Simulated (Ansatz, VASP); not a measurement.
# Cross-check of Ta (generalised stacking fault on (110) of Ta) between VASP and Ansatz, part 2 of 2

Wanted: the spread between two codes on one cell, functional and k mesh. Of the first pair: The cell is taken from a series of runs on this material, whose earlier steps may have relaxed, scaled, displaced or heated it; both programs get it as it stands.

VASP 6.6.1 and Ansatz 0.2.0.

So far. Step 2 (VASP: single point, PBEsol): The run ends at a pressure of -5.64 GPa, with forces up to 0.36 eV/Å.

### Step 5. Ansatz: relaxation, PBE

Level of this step: Ansatz beside VASP: Kohn-Sham DFT, plane waves, PBE (Ansatz).

The two programs are compared at the cell with which this relaxation starts, whose forces are those of its first step.

The structure compared here is the start of the Ansatz relaxation; VASP solves that cell, so the two are compared at the walk's first step.

input.yaml

```yaml
crystal:
  lattice:
    - [2.8752, 0.0, 0.0]
    - [-0.9584, 2.71077, 0.0]
    - [0.2396, 0.0, 28.17113]
  atoms:
    - { symbol: Ta, position: [0.9852, 0.0, 0.17749] }
    - { symbol: Ta, position: [0.47826, 0.5, 0.26082] }
    - { symbol: Ta, position: [0.97132, 0.0, 0.34415] }
    - { symbol: Ta, position: [0.46438, 0.5, 0.42749] }
    - { symbol: Ta, position: [0.95744, 0.0, 0.51082] }
    - { symbol: Ta, position: [0.45048, 0.5, 0.59415] }
    - { symbol: Ta, position: [0.94354, 0.0, 0.67749] }
    - { symbol: Ta, position: [0.4366, 0.5, 0.76082] }
    - { symbol: Ta, position: [0.92966, 0.0, 0.84415] }
    - { symbol: Ta, position: [0.4227, 0.5, 0.92749] }
    - { symbol: Ta, position: [0.91576, 0.0, 0.01082] }
    - { symbol: Ta, position: [0.40882, 0.5, 0.09415] }
kpoints:
  mp_grid: { grid: [10, 10, 1] }
hamiltonian:
  xc: pbe
scf:
  occupations: { method: fermi_dirac, width: 0.1 }
output:
  forces: true
relax:
  f_tol: 0.05
  max_steps: 120
  constraints: [{ sites: [0, 1, 2, 3, 4, 5, 6, 7, 8, 9, 10, 11], fix: xy }]
```

Run with:

```
ansatz run input.yaml --threads 5 --pin off --max-ram 81920MiB --backend cuda --events-out ev --progress --plain --runs-dir out
```

Numbers of over 12 decimals in the logs are rounded to 6 here.

The program printed:

```text
Warning: the atoms were moved onto the symmetric positions of the space group found under crystal.symmetry.tolerance 1.0e-5 (fractional; no operation is sought that the atoms, as they stand in a round, miss by more than twice it, and no atom is moved by as much as it), and the run uses the moved positions. Before a round's move an operation carried an atom to 3.83e-5 Å from where it should land, the largest such dist [...]
[...]
- { symbol: Ta, position: [0.464370, 0.5, 0.427527] }
    - { symbol: Ta, position: [0.957431, 0.0, 0.510846] }
    - { symbol: Ta, position: [0.450483, 0.5, 0.594160] }
    - { symbol: Ta, position: [0.943544, 0.0, 0.677480] }
    - { symbol: Ta, position: [0.436595, 0.5, 0.760794] }
    - { symbol: Ta, position: [0.929656, 0.0, 0.844113] }
    - { symbol: Ta, position: [0.422706, 0.5, 0.927454] }
    - { symbol: Ta, position: [0.915771, 0.0, 0.010728] }
    - { symbol: Ta, position: [0.408848, 0.5, 0.093856] }
[key lines of the parts left out:]
SCF converged after 7 iterations
Free energy (F): -119187.211847 eV
Fermi energy:    18.322663 eV
```

### Step 6. VASP: single point, PBE, start cell, pair 2

The same cell, functional, mesh and smearing now go to VASP, with its own data sets.

INCAR

```
SYSTEM = Ta
PREC = Accurate
ENCUT = 400
EDIFF = 1E-06
NELM = 120
ISMEAR = -1
SIGMA = 0.1
LREAL = .FALSE.
ALGO = Normal
GGA = PE
NBANDS = 81
LASPH = .TRUE.
LORBIT = 11
LWAVE = .FALSE.
LCHARG = .FALSE.
ISIF = 2
GGA_COMPAT = .FALSE.
KPAR = 2
```

POSCAR

```
Ta
1.0
    2.8752000000      0.0000000000      0.0000000000
   -0.9584000000      2.7107700000      0.0000000000
    0.2396000000      0.0000000000     28.1711300000
Ta
12
Direct
    0.9852091485      0.0000000000      0.1774902178
    0.4782668271      0.5000055335      0.2608202085
    0.9713207724      0.0000000000      0.3441507316
    0.4643777114      0.5000055335      0.4274895966
    0.9574317010      0.0000000000      0.5108195873
    0.4504893796      0.5000055335      0.5941495780
    0.9435424818      0.0000000000      0.6774902178
    0.4366001604      0.5000055335      0.7608202085
    0.9296541500      0.0000000000      0.8441501992
    0.4227110892      0.5000055335      0.9274890642
    0.9157650344      0.0000000000      0.0108195873
    0.4088227130      0.5000055335      0.0941495780
```

KPOINTS

```
Automatic mesh
0
Gamma
10 10 1
0 0 0
```

The projector-augmented-wave data sets are Ta_pv (PBE family, release 64).

Run with:

```
mpirun -np 2 vasp_std
```

The program printed:

```text
[banner, memory and clock lines left out]
running    2 mpi-ranks, on    1 nodes
[...]
LDA part: xc-table for (Slater+PW92), standard interpolation
 POSCAR, INCAR and KPOINTS ok, starting setup
[...]
entering main loop
       N       E                     dE             d eps       ncg     rms          rms(c)
DAV:   1     0.128486712078E+04    0.12849E+04   -0.62474E+04  8448   0.142E+03
DAV:   2    -0.774153773369E+02   -0.13623E+04   -0.13235E+04  9006   0.467E+02
DAV:   3    -0.145519884469E+03   -0.68105E+02   -0.64208E+02 10549   0.906E+01
DAV:   4    -0.147573925266E+03   -0.20540E+01   -0.20072E+01  9960   0.138E+01
[...]
DAV:  20    -0.141950380680E+03    0.23989E-05   -0.38565E-06  6416   0.925E-03    0.120E-02
DAV:  21    -0.141950379289E+03    0.13906E-05   -0.10913E-06  5672   0.465E-03    0.100E-02
DAV:  22    -0.141950379479E+03   -0.18972E-06   -0.29249E-07  5520   0.225E-03
   1 F= -.14195038E+03 E0= -.14168721E+03  d E =-.526345E+00
```

From OUTCAR (step 6):

```text
  Total        0.6187554      0.9776674      0.7562380      0.0831658     -0.0936459     -0.5743170
  in kB        4.5150711      7.1340593      5.5182841      0.6068623     -0.6833362     -4.1908034
  external PRESSURE =       5.7224715 kB  Pullay stress =       0.0000000 kB

 POSITION                                       TOTAL-FORCE (eV/Angst)
 -----------------------------------------------------------------------------------
      2.87520      0.00000      5.00010        -0.357015     -0.158345      0.087184
      0.95840      1.35540      7.34760         0.054925      0.052221     -0.004363
      2.87520      0.00000      9.69511        -0.006099     -0.016187     -0.007413
      0.95840      1.35540     12.04286        -0.004218      0.005292      0.000066
      2.87520      0.00000     14.39037        -0.004145      0.000142      0.001556
      0.95840      1.35540     16.73787         0.004080      0.002279      0.001450
      2.87520      0.00000     19.08566        -0.004080     -0.002279     -0.001450
      0.95840      1.35540     21.43317         0.004145     -0.000142     -0.001556
      2.87520      0.00000     23.78067         0.004218     -0.005292     -0.000066
      0.95840      1.35540     26.12842         0.006099      0.016187      0.007413
      2.63560      0.00000      0.30480        -0.054925     -0.052221      0.004363
      0.71880      1.35540      2.65230         0.357015      0.158345     -0.087184
 -----------------------------------------------------------------------------------
    total drift:                               -0.000003     -0.000006      0.000180

  FREE ENERGIE OF THE ION-ELECTRON SYSTEM (eV)
  ---------------------------------------------------
  free  energy   TOTEN  =      -141.9503794791 eV

  energy  without entropy=     -141.4240345499  energy(sigma->0) =     -141.68720701

[... 1 part as in an earlier step ...]

[... 2 further parts left out ...]
[key lines of the parts left out:]
E-fermi :   5.3720
```

The run ends at a pressure of 0.57 GPa, with forces up to 0.40 eV/Å.

### Step 7. Comparison

What differs besides the data sets and the points named for the pairs above, as far as they apply: the data sets hold 156 valence electrons in Ansatz (on its default PAW (the set named soft_2) files) and 132 in VASP. Total energies have different zeros and are not compared.

Forces on 7 of the 12 atoms, those with the largest forces and the largest differences (eV/Å; atoms numbered as in POSCAR):

```csv
atom,"Ansatz x, y, z","VASP x, y, z"
Ta1,"-0.358, -0.158, 0.086","-0.357, -0.158, 0.087"
Ta2,"0.055, 0.053, -0.006","0.055, 0.052, -0.004"
Ta3,"-0.006, -0.016, -0.007","-0.006, -0.016, -0.007"
Ta9,"0.004, -0.005, 0.001","0.004, -0.005, 0.000"
Ta10,"0.006, 0.016, 0.007","0.006, 0.016, 0.007"
Ta11,"-0.055, -0.053, 0.006","-0.055, -0.052, 0.004"
Ta12,"0.358, 0.158, -0.086","0.357, 0.158, -0.087"
```

The forces differ by 0.6 meV/Å r.m.s., which is 0.7 % of the r.m.s. force of 0.096 eV/Å (both taken over all components).

### Step 8. Ansatz: relaxation, PBE

This run makes the geometry at which the two programs are then compared.

The structure compared here is the end of the Ansatz relaxation.

input.yaml is that of step 5.

Run with:

```
ansatz run input.yaml --threads 5 --pin off --max-ram 81920MiB --backend cuda --events-out ev --progress --plain --runs-dir out
```

The program printed:

```text
[...]
GPU FFT provider: cuFFT
GPU libraries: cuBLAS 13.8.2, cuFFT 12.4.0, cuSOLVER 12.3.4
Crystal: 12 atoms, lattice volume = 219.566 Å³
Basis set: ecut = 420 eV, 4301 PW (Γ), exchange–correlation on 40×40×384 points (8 copies of the dense FFT grid, shifted against one another)
Bands: 94, of which v1, the nominal top of the filled ones, is band 78 counted from 1 (77 counted from 0)
[...]
- { symbol: Ta, position: [0.464370, 0.5, 0.427527] }
    - { symbol: Ta, position: [0.957431, 0.0, 0.510846] }
    - { symbol: Ta, position: [0.450483, 0.5, 0.594160] }
    - { symbol: Ta, position: [0.943544, 0.0, 0.677480] }
    - { symbol: Ta, position: [0.436595, 0.5, 0.760794] }
    - { symbol: Ta, position: [0.929656, 0.0, 0.844113] }
    - { symbol: Ta, position: [0.422706, 0.5, 0.927454] }
    - { symbol: Ta, position: [0.915771, 0.0, 0.010728] }
    - { symbol: Ta, position: [0.408848, 0.5, 0.093856] }
[key lines of the parts left out:]
SCF converged after 7 iterations
Free energy (F): -119187.211847 eV
Fermi energy:    18.322663 eV
```

### Step 9. VASP: single point, PBE, relaxed cell, pair 3

The same cell, functional, mesh and smearing now go to VASP, with its own data sets.

INCAR is that of step 6.

POSCAR

```
Ta
1.0
    2.8752000000      0.0000000000      0.0000000000
   -0.9584000000      2.7107700000      0.0000000000
    0.2396000000      0.0000000000     28.1711300000
Ta
12
Direct
    0.9851800000      0.0000000000      0.1777800000
    0.4782600000      0.5000000000      0.2609100000
    0.9713200000      0.0000000000      0.3441900000
    0.4643700000      0.5000000000      0.4275300000
    0.9574300000      0.0000000000      0.5108500000
    0.4504850000      0.5000000000      0.5941600000
    0.9435450000      0.0000000000      0.6774800000
    0.4366000000      0.5000000000      0.7607900000
    0.9296600000      0.0000000000      0.8441100000
    0.4227100000      0.5000000000      0.9274500000
    0.9157700000      0.0000000000      0.0107300000
    0.4088500000      0.5000000000      0.0938600000
```

KPOINTS is that of step 6.

Run with:

```
mpirun -np 2 vasp_std
```

The program printed:

```text
[... set-up lines as in an earlier step ...]
 entering main loop
       N       E                     dE             d eps       ncg     rms          rms(c)
DAV:   1     0.128490588946E+04    0.12849E+04   -0.62476E+04  8448   0.142E+03
DAV:   2    -0.774240595873E+02   -0.13623E+04   -0.13234E+04  9006   0.467E+02
DAV:   3    -0.145520693494E+03   -0.68097E+02   -0.64148E+02 10540   0.906E+01
DAV:   4    -0.147577135118E+03   -0.20564E+01   -0.20095E+01  9976   0.138E+01
[...]
DAV:  20    -0.141951118323E+03    0.30496E-05   -0.33478E-06  6768   0.834E-03    0.360E-02
DAV:  21    -0.141951096409E+03    0.21914E-04   -0.56221E-05  8992   0.319E-02    0.184E-02
DAV:  22    -0.141951096397E+03    0.11883E-07   -0.34026E-06  7512   0.676E-03
   1 F= -.14195110E+03 E0= -.14168793E+03  d E =-.526330E+00
```

Parts of OUTCAR (step 9):

```text
  Total        0.6404373      0.9933692      0.7769300      0.0821591     -0.0820583     -0.5576855
  in kB        4.6732844      7.2486356      5.6692742      0.5995167     -0.5987810     -4.0694428
  external PRESSURE =       5.8637314 kB  Pullay stress =       0.0000000 kB

 POSITION                                       TOTAL-FORCE (eV/Angst)
 -----------------------------------------------------------------------------------
      2.87519      0.00000      5.00826        -0.346599     -0.150975      0.004738
      0.95841      1.35539      7.35013         0.054005      0.051560      0.001906
      2.87521      0.00000      9.69622        -0.005762     -0.016015      0.000437
      0.95839      1.35539     12.04400        -0.004130      0.005311     -0.000189
      2.87520      0.00000     14.39122        -0.004233     -0.000017      0.000520
      0.95840      1.35539     16.73816         0.004157      0.002397      0.001040
      2.87520      0.00000     19.08538        -0.004157     -0.002397     -0.001040
      0.95840      1.35539     21.43231         0.004233      0.000017     -0.000520
      2.87521      0.00000     23.77953         0.004130     -0.005311      0.000189
      0.95839      1.35539     26.12731         0.005762      0.016015     -0.000437
      2.63559      0.00000      0.30228        -0.054005     -0.051560     -0.001906
      0.71881      1.35539      2.64414         0.346599      0.150975     -0.004738
 -----------------------------------------------------------------------------------
    total drift:                               -0.000003     -0.000005      0.000170

  FREE ENERGIE OF THE ION-ELECTRON SYSTEM (eV)
  ---------------------------------------------------
  free  energy   TOTEN  =      -141.9510963971 eV

  energy  without entropy=     -141.4247666912  energy(sigma->0) =     -141.68793154

[... 2 parts as in an earlier step ...]

[... 1 further part left out ...]
[key lines of the parts left out:]
E-fermi :   5.3719
```

The run ends at a pressure of 0.59 GPa, with forces up to 0.38 eV/Å.

### Step 10. Differences

What differs besides the data sets and the points named for the pairs above, as far as they apply: the data sets hold 156 valence electrons in Ansatz (on its default PAW (the set named soft_2) files) and 132 in VASP. Total energies have different zeros and are not compared.

Forces on 7 of the 12 atoms, those with the largest forces and the largest differences (eV/Å; atoms numbered as in POSCAR):

```csv
atom,"Ansatz x, y, z","VASP x, y, z"
Ta1,"-0.347, -0.151, 0.003","-0.347, -0.151, 0.005"
Ta2,"0.054, 0.052, 0.000","0.054, 0.052, 0.002"
Ta3,"-0.006, -0.016, 0.001","-0.006, -0.016, 0.000"
Ta9,"0.004, -0.005, 0.001","0.004, -0.005, 0.000"
Ta10,"0.006, 0.016, -0.001","0.006, 0.016, 0.000"
Ta11,"-0.054, -0.052, 0.000","-0.054, -0.052, -0.002"
Ta12,"0.347, 0.151, -0.003","0.347, 0.151, -0.005"
```

The forces differ by 0.8 meV/Å r.m.s., which is 0.9 % of the r.m.s. force of 0.091 eV/Å (both taken over all components).

### Step 11. Outcome

| Item | Value |
| --- | --- |
| r.m.s. force difference (single point, PBEsol) | 0.47 meV/Å |
| r.m.s. force difference (single point, PBE, start cell, pair 2) | 0.64 meV/Å |
| r.m.s. force difference (single point, PBE, relaxed cell, pair 3) | 0.8 meV/Å |

**Reading.** The r.m.s. force difference is 0.8 meV/Å (single point, PBE, relaxed cell, pair 3), within the 12 meV/Å picked in this series as the mark of a large difference. The data sets hold unlike numbers of valence electrons (156 in Ansatz and 132 in VASP), so part of the differences comes from the potentials. 2 further runs of this series are not shown here. How closely two codes agree says nothing of how well the functional describes the real material.

[Lines on the potential files, build, host, timing and source positions are cut from VASP's logs without a mark.]

[Logs are printed without paths, hosts, clocks, repeated set-up lines and the standing remarks that a program may print on its own settings, such as how far it seeks lower states.]

[Hosts, paths, dates, database ids (printed as entryN), source tags and the programs' standing remarks are cut or masked in the printed files.]
